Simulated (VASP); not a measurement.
Given:

```yaml
crystal:
  lattice:
    - [3.81851, 0.00000, 0.00000]
    - [-1.90925, 3.30693, 0.00000]
    - [0.00000, 0.00000, 6.70422]
  atoms:
    - { symbol: Ti, position: [0.00000, 0.00000, 0.00000] }
    - { symbol: Te, position: [0.66667, 0.33333, 0.74898] }
    - { symbol: Te, position: [0.33333, 0.66667, 0.25102] }
```

Calculation: r2SCAN meta-GGA with spin-orbit coupling, VASP's PBE PAW potentials (set 64) (plane waves; VASP 6.6.1). Run with 400 eV cut-off, 8×8×4 Γ-centred mesh, Gaussian smearing of 0.050 eV, potentials Ti_sv Te.

Question: Estimate the energy per atom (σ→0), band gap (over mesh and band path) with the smallest direct gap where there is one.

Answer: 
```yaml
band gap (over mesh and band path): none (metal, semimetal or under 0.01 eV)
energy per atom (σ→0): -22.163 eV/atom
```

Only differences to runs with the same potentials and settings are physical.

The structure comes from a computed database's TiTe2 entry (P-3m1); how it stands against other phases isn't given here. It was relaxed first.
